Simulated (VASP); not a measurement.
These are G0W0 on PBE orbitals, VASP's PBE PAW potentials (set 64) (plane waves; VASP 6.6.1) values and carry that method's errors.

Input for VASP

POSCAR:
```
InP
1
    0.0000000000     2.9736230000     2.9736230000
    2.9736230000     0.0000000000     2.9736230000
    2.9736230000     2.9736230000     0.0000000000
In P
1 1
Direct
  0.0000000000   0.0000000000   0.0000000000
  0.2500000000   0.2500000000   0.2500000000
```

**INCAR**
```
# general
SYSTEM      = InP
PREC        = Normal
ENCUT       = 500
LREAL       = .FALSE.
LASPH       = .TRUE.
NBANDS      = 160

# electronic loop
ALGO        = EVGW0

# smearing
ISMEAR      = 0
SIGMA       = 0.01

# functional
GGA         = PE

# output
LWAVE       = .FALSE.
LCHARG      = .FALSE.

# other
NELMGW      = 1
NOMEGA      = 64
ENCUTGW     = 200
NBANDSGW    = 17
LSPECTRALGW = .TRUE.
```

### KPOINTS
```
Automatic mesh
0
Gamma
4 4 4
0 0 0
```

POTCAR, in this order: In_d_GW P_GW (PBE.64 set). Program: vasp_std. Read from the step before: WAVECAR, WAVEDER.

The run wrote:

### OSZICAR
```
energies w=
    0.000    0.000    0.207    0.000    0.413    0.000    0.619    0.000
    0.823    0.000    1.025    0.000    1.225    0.000    1.423    0.000
    1.618    0.000    1.811    0.000    2.001    0.000    2.188    0.000
    2.373    0.000    2.555    0.000    2.735    0.000    2.912    0.000
    3.088    0.000    3.263    0.000    3.436    0.000    3.608    0.000
    3.780    0.000    3.952    0.000    4.124    0.000    4.296    0.000
    4.470    0.000    4.645    0.000    4.822    0.000    5.002    0.000
    5.186    0.000    5.373    0.000    5.565    0.000    5.761    0.000
    5.965    0.000    6.175    0.000    6.393    0.000    6.621    0.000
    6.860    0.000    7.110    0.000    7.375    0.000    7.656    0.000
    7.955    0.000    8.275    0.000    8.619    0.000    8.991    0.000
    9.396    0.000    9.841    0.000   10.330    0.000   10.874    0.000
   11.482    0.000   12.169    0.000   12.951    0.000   13.852    0.000
   14.902    0.000   16.141    0.000   17.628    0.000   19.445    0.000
   21.716    0.000   24.633    0.000   28.514    0.000   33.923    0.000
   41.971    0.000   55.183    0.000   80.799    0.000  151.458    0.000
NQ=   1    0.0000    0.0000    0.0000,
 performed        217000 updates of chi_q(r,r)
NQ=   2    0.2500    0.0000    0.0000,
 performed        586000 updates of chi_q(r,r)
NQ=   3    0.5000    0.0000    0.0000,
 performed        912000 updates of chi_q(r,r)
NQ=   4    0.2500    0.2500    0.0000,
 performed       1281000 updates of chi_q(r,r)
NQ=   5    0.5000    0.2500    0.0000,
 performed       1770000 updates of chi_q(r,r)
NQ=   6   -0.2500    0.2500    0.0000,
 performed       2215000 updates of chi_q(r,r)
NQ=   7    0.5000    0.5000    0.0000,
 performed       2508000 updates of chi_q(r,r)
NQ=   8   -0.2500    0.5000    0.2500,
 performed       2866000 updates of chi_q(r,r)
 resolving degeneracies of screened two electron integrals
```

File OUTCAR:
```


 k-point   1 :       0.0000    0.0000    0.0000
  band No.  KS-energies  QP-energies   sigma(KS)   V_xc(KS)     V^pw_x(r,r')   Z            occupation Imag(sigma)

      1     -10.6247     -12.6002     -19.4775     -16.6056     -25.3447       0.6879       2.0000       0.2153
      2     -10.6247     -12.6002     -19.4775     -16.6056     -25.3447       0.6879       2.0000       0.2153
      3     -10.6247     -12.6002     -19.4775     -16.6056     -25.3447       0.6879       2.0000       0.2153
      4     -10.4960     -12.4997     -19.5948     -16.6841     -25.3619       0.6884       2.0000       0.1479
      5     -10.4960     -12.4997     -19.5948     -16.6841     -25.3619       0.6884       2.0000       0.1479
      6      -7.6860      -8.0056     -11.7928     -11.2431     -18.1331       0.5816       2.0000       0.8202
      7       3.5461       3.0778     -12.7524     -12.1110     -13.9219       0.7301       2.0000       0.0510
      8       3.5461       3.0778     -12.7524     -12.1110     -13.9219       0.7301       2.0000       0.0510
      9       3.5461       3.0778     -12.7524     -12.1110     -13.9219       0.7301       2.0000       0.0510
     10       4.0014       4.0575     -10.8275     -10.9024      -6.9620       0.7489       0.0000      -0.0543
     11       7.6019       7.6820      -9.7507      -9.8589      -5.3640       0.7411       0.0000      -0.0799
     12       7.6019       7.6820      -9.7507      -9.8589      -5.3640       0.7411       0.0000      -0.0799
     13       7.6019       7.6820      -9.7507      -9.8589      -5.3640       0.7411       0.0000      -0.0799
     14      11.9116      11.7274      -8.1197      -7.8716      -2.7154       0.7423       0.0000      -0.2606
     15      12.8696      12.9764      -9.8839     -10.0327      -4.4626       0.7178       0.0000      -0.2560
     16      12.8696      12.9764      -9.8839     -10.0327      -4.4626       0.7178       0.0000      -0.2560
     17      14.6132      14.2828      -7.8774      -7.4245      -2.1864       0.7294       0.0000      -0.4781

 k-point   2 :       0.2500    0.0000    0.0000
  band No.  KS-energies  QP-energies   sigma(KS)   V_xc(KS)     V^pw_x(r,r')   Z            occupation Imag(sigma)

      1     -10.6745     -12.5833     -19.2873     -16.4901     -25.2245       0.6824       2.0000       0.2311
      2     -10.6048     -12.5852     -19.5054     -16.6277     -25.3641       0.6882       2.0000       0.2118
      3     -10.6048     -12.5852     -19.5054     -16.6277     -25.3641       0.6882       2.0000       0.2118
      4     -10.4935     -12.4984     -19.5954     -16.6868     -25.3671       0.6893       2.0000       0.1496
      5     -10.4935     -12.4984     -19.5954     -16.6868     -25.3671       0.6893       2.0000       0.1496
      6      -7.0570      -7.4372     -12.1337     -11.5262     -18.1953       0.6260       2.0000       0.8162
      7       0.1717      -0.3326     -11.8316     -11.1165     -13.9505       0.7051       2.0000       0.1162
      8       3.0232       2.5329     -12.4577     -11.7839     -13.7715       0.7276       2.0000       0.0552
      9       3.0232       2.5329     -12.4577     -11.7839     -13.7715       0.7276       2.0000       0.0552
     10       5.1942       5.2475     -10.3677     -10.4390      -6.3676       0.7472       0.0000      -0.0601
     11       8.2758       8.3596      -9.8403      -9.9542      -5.2532       0.7350       0.0000      -0.0951
     12       8.2758       8.3596      -9.8403      -9.9542      -5.2532       0.7350       0.0000      -0.0951
     13       8.7320       8.7365     -10.1473     -10.1536      -5.3632       0.7211       0.0000      -0.1137
     14      12.0511      12.0468      -9.2508      -9.2448      -4.0224       0.7315       0.0000      -0.2326
     15      12.0511      12.0468      -9.2508      -9.2448      -4.0224       0.7315       0.0000      -0.2326
     16      12.5747      12.2826      -7.5962      -7.1962      -2.2569       0.7303       0.0000      -0.2764
     17      15.6211      15.4803      -8.7282      -8.5347      -2.8210       0.7276       0.0000      -0.5141

 k-point   3 :       0.5000    0.0000    0.0000
  band No.  KS-energies  QP-energies   sigma(KS)   V_xc(KS)     V^pw_x(r,r')   Z            occupation Imag(sigma)

      1     -10.7211     -12.5848     -19.1349     -16.3964     -25.1286       0.6806       2.0000       0.2474
      2     -10.5916     -12.5781     -19.5180     -16.6352     -25.3656       0.6891       2.0000       0.2068
      3     -10.5916     -12.5781     -19.5180     -16.6352     -25.3656       0.6891       2.0000       0.2068
      4     -10.4841     -12.4907     -19.6127     -16.7051     -25.3912       0.6901       2.0000       0.1529
      5     -10.4841     -12.4907     -19.6127     -16.7051     -25.3912       0.6901       2.0000       0.1529
      6      -6.0995      -6.5072     -12.7524     -12.1183     -18.4616       0.6430       2.0000       0.7269
      7      -1.9809      -2.5112     -11.1471     -10.3664     -14.3499       0.6792       2.0000       0.2624
      8       2.6316       2.1212     -12.3216     -11.6170     -13.7976       0.7244       2.0000       0.0597
      9       2.6316       2.1212     -12.3216     -11.6170     -13.7976       0.7244       2.0000       0.0597
     10       4.9185       4.9597     -10.1779     -10.2328      -6.2286       0.7510       0.0000      -0.0584
     11       8.3177       8.3625      -9.4984      -9.5594      -4.9329       0.7346       0.0000      -0.0941
     12       8.3177       8.3625      -9.4984      -9.5594      -4.9329       0.7346       0.0000      -0.0941
     13      10.5442      10.3496      -8.8810      -8.6103      -3.5454       0.7187       0.0000      -0.2030
     14      12.8213      12.6608      -8.8038      -8.5798      -3.1390       0.7162       0.0000      -0.3075
     15      14.0201      14.1276     -10.0231     -10.1694      -4.1081       0.7343       0.0000      -0.4211
     16      14.0201      14.1276     -10.0231     -10.1694      -4.1081       0.7343       0.0000      -0.4211
     17      15.5161      15.6063     -10.0785     -10.2024      -3.8382       0.7278       0.0000      -0.6130

 k-point   4 :       0.2500    0.2500    0.0000
  band No.  KS-energies  QP-energies   sigma(KS)   V_xc(KS)     V^pw_x(r,r')   Z            occupation Imag(sigma)

      1     -10.7091     -12.6062     -19.2306     -16.4516     -25.1899       0.6827       2.0000       0.2399
      2     -10.5811     -12.5678     -19.5413     -16.6585     -25.3939       0.6891       2.0000       0.2076
      3     -10.5811     -12.5678     -19.5413     -16.6585     -25.3939       0.6891       2.0000       0.2076
      4     -10.5151     -12.5098     -19.5521     -16.6486     -25.3264       0.6870       2.0000       0.1515
      5     -10.4810     -12.4898     -19.6116     -16.7021     -25.3835       0.6904       2.0000       0.1498
      6      -6.8477      -7.2291     -12.1929     -11.5876     -18.1778       0.6301       2.0000       0.8081
      7       0.2254      -0.2485     -12.2068     -11.5359     -14.2454       0.7064       2.0000       0.1091
      8       2.2215       1.6985     -11.9922     -11.2676     -13.5521       0.7219       2.0000       0.0647
      9       2.2215       1.6985     -11.9922     -11.2676     -13.5521       0.7219       2.0000       0.0647
     10       6.0352       6.0233      -9.3526      -9.3368      -5.2915       0.7521       0.0000      -0.0650
     11       6.5418       6.5569     -10.3222     -10.3428      -6.0787       0.7368       0.0000      -0.0723
     12       9.7889       9.8952     -10.3654     -10.5131      -5.2991       0.7195       0.0000      -0.1490
     13       9.7889       9.8952     -10.3654     -10.5131      -5.2991       0.7195       0.0000      -0.1490
     14      10.3912      10.2860      -8.9893      -8.8459      -4.0823       0.7332       0.0000      -0.1583
     15      13.4099      13.5306      -9.8829     -10.0489      -4.2624       0.7270       0.0000      -0.3129
     16      15.3243      15.2333      -8.8623      -8.7386      -2.9295       0.7352       0.0000      -0.5099
     17      16.5930      16.3617      -8.1626      -7.8463      -2.2974       0.7312       0.0000      -0.5961

 k-point   5 :       0.5000    0.2500    0.0000
  band No.  KS-energies  QP-energies   sigma(KS)   V_xc(KS)     V^pw_x(r,r')   Z            occupation Imag(sigma)

      1     -10.7422     -12.5939     -19.1160     -16.3897     -25.1288       0.6792       2.0000       0.2545
      2     -10.5718     -12.5592     -19.5408     -16.6562     -25.3842       0.6890       2.0000       0.1995
      3     -10.5613     -12.5552     -19.5678     -16.6795     -25.4114       0.6903       2.0000       0.2039
      4     -10.5122     -12.5098     -19.5586     -16.6561     -25.3382       0.6883       2.0000       0.1535
      5     -10.4777     -12.4874     -19.6155     -16.7078     -25.3923       0.6912       2.0000       0.1513
      6      -5.8535      -6.2556     -12.7722     -12.1575     -18.4116       0.6542       2.0000       0.7085
      7      -1.6317      -2.1402     -11.6552     -10.9071     -14.6411       0.6797       2.0000       0.2166
      8       0.9771       0.4265     -11.3029     -10.5282     -13.1922       0.7108       2.0000       0.0893
      9       1.9083       1.3712     -11.9177     -11.1691     -13.6225       0.7175       2.0000       0.0696
     10       6.0650       6.0425      -9.5680      -9.5380      -5.4881       0.7484       0.0000      -0.0659
     11       7.8108       7.8837     -10.2539     -10.3544      -5.6109       0.7252       0.0000      -0.0943
     12       9.6372       9.5781      -9.4068      -9.3258      -4.5757       0.7310       0.0000      -0.1363
     13      10.0989      10.1740      -9.9734     -10.0773      -4.8354       0.7219       0.0000      -0.1646
     14      12.7580      12.6845      -9.8497      -9.7453      -3.9548       0.7030       0.0000      -0.3511
     15      14.1440      14.2659     -10.1533     -10.3213      -4.2013       0.7257       0.0000      -0.4278
     16      15.2208      15.3364     -10.3697     -10.5291      -4.1430       0.7249       0.0000      -0.5702
     17      15.6086      15.4266      -8.3153      -8.0685      -2.5208       0.7375       0.0000      -0.4908

 k-point   6 :      -0.2500    0.2500    0.0000
  band No.  KS-energies  QP-energies   sigma(KS)   V_xc(KS)     V^pw_x(r,r')   Z            occupation Imag(sigma)

...
```
(Selected blocks of OUTCAR.)

The mesh is coarse and the basis finite, so the quasiparticle values are not converged.

The compound is InP in the zinc blende structure. This cell is one point of a volume scan, at 1.04 of the reference volume. The k-mesh is coarse (spacing up to 0.46 per Å, 2π included), so the numbers may not be converged in it.
